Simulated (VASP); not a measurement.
```
AuZn
1.0
    3.15000     0.00000     0.00000
    0.00000     3.15000     0.00000
    0.00000     0.00000     3.15000
Zn Au
1 1
Direct
  0.50000   0.50000   0.50000
  0.00000   0.00000   0.00000
```

Level of theory: r2SCAN meta-GGA, VASP's PBE PAW potentials (set 64) (plane waves; VASP). Run with 520 eV cut-off, 13×13×13 Γ-centred mesh, tetrahedra with Blöchl corrections, potentials Zn Au.

Unless said otherwise, spin-orbit coupling is left out, though it shifts the bands of the heavy elements here.

Tabulate the total density of states (states/eV per cell) against energy (eV; zero at the valence-band maximum or, without a gap, the Fermi level).

```
E (eV) | DOS (states/eV)
    -9.96 |  0.19
    -9.61 | # 0.23
    -9.27 | # 0.31
    -8.92 | # 0.47
    -8.58 | ####### 3.09
    -8.23 | ################### 7.91
    -7.89 | ############################## 12.3
    -7.54 | ########## 3.94
    -7.20 | ## 0.89
    -6.85 | #### 1.58
    -6.51 | # 0.27
    -6.16 | #### 1.54
    -5.82 | ############## 5.93
    -5.47 | ########## 4.26
    -5.13 | ####### 2.76
    -4.78 | ######## 3.49
    -4.44 | ######## 3.30
    -4.09 | ######### 3.52
    -3.75 | ### 1.27
    -3.40 | ## 0.68
    -3.17 | # 0.40
    -2.83 | # 0.35
    -2.48 | # 0.44
    -2.14 | # 0.58
    -1.79 | ## 0.64
    -1.45 | # 0.61
    -1.10 | # 0.56
    -0.76 | # 0.54
    -0.41 | # 0.51
    -0.07 | # 0.47
     0.28 | # 0.44
     0.62 | # 0.44
     0.97 | # 0.38
     1.31 | # 0.43
     1.66 | # 0.47
     2.00 | # 0.59
     2.35 | # 0.58
     2.69 | ## 0.67
     3.04 | ## 0.82
     3.38 | ## 0.76
```
Within 2 eV below the Fermi level the largest weight inside VASP's projection spheres is Au d, then Au p.

The compound is AuZn in the CsCl type structure. The cell was not relaxed at this level. The electron count is odd and the run is not spin-polarised, which forces a metal.
